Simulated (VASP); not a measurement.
Consider the following.

```
CELL_PARAMETERS angstrom
      5.78582    -1.85662    -0.00639
      5.78582     1.85662    -0.00639
     -0.80520     0.00000     4.79954
ATOMIC_POSITIONS crystal
  Co 0.00000 0.00000 0.00000
  Co 0.00000 0.00000 0.50000
  Co 0.80355 0.80355 0.67365
  Co 0.19645 0.19645 0.32635
  Ge 0.81630 0.81630 0.18089
  Ge 0.18370 0.18370 0.81911
  Ge 0.56985 0.56985 0.28159
  Ge 0.43015 0.43015 0.71841
```

Computed with r2SCAN meta-GGA, VASP's PBE PAW potentials (set 64) (plane waves; VASP). Run with 400 eV cut-off, 10×10×7 Γ-centred mesh, tetrahedra with Blöchl corrections, potentials Co Ge_d.

Task: Give the energies of bands 37 to 50 at the high-symmetry points, in eV from the Fermi level.

Result: 
```tsv
band	Γ	C	Y2	M2	D	A	V2
37	-1.72	-1.88	-1.81	-2.10	-1.62	-1.92	-1.94
38	-1.26	-1.84	-1.78	-1.37	-1.61	-1.54	-1.61
39	-1.23	-1.45	-1.56	-1.31	-1.29	-1.53	-1.42
40	-1.08	-1.29	-1.07	-1.13	-1.25	-1.02	-1.25
41	-0.96	-1.02	-1.06	-1.03	-1.02	-0.98	-1.03
42	-0.93	-0.99	-0.81	-1.01	-1.00	-0.84	-0.98
43	-0.55	-0.84	-0.55	-0.78	-0.86	-0.71	-0.94
44	-0.51	-0.84	-0.43	-0.40	-0.83	-0.43	-0.83
45	-0.17	-0.65	-0.34	0.55	-0.65	0.14	-0.70
46	0.70	-0.55	-0.22	1.07	-0.62	0.74	-0.65
47	0.93	-0.53	0.58	1.23	-0.61	1.94	-0.55
48	1.04	-0.53	1.47	1.57	-0.07	1.99	-0.54
49	1.71	0.72	2.31	1.84	1.26	2.34	0.70
50	1.99	1.83	2.86	2.94	1.32	3.08	1.69
```

It has no gap at this level: it comes out as a metal or semimetal.

The structure comes from a computed database's CoGe entry (C2/m); how it stands against other phases isn't given here. It was relaxed first. The run is not spin-polarised, so no magnetic state was tried.
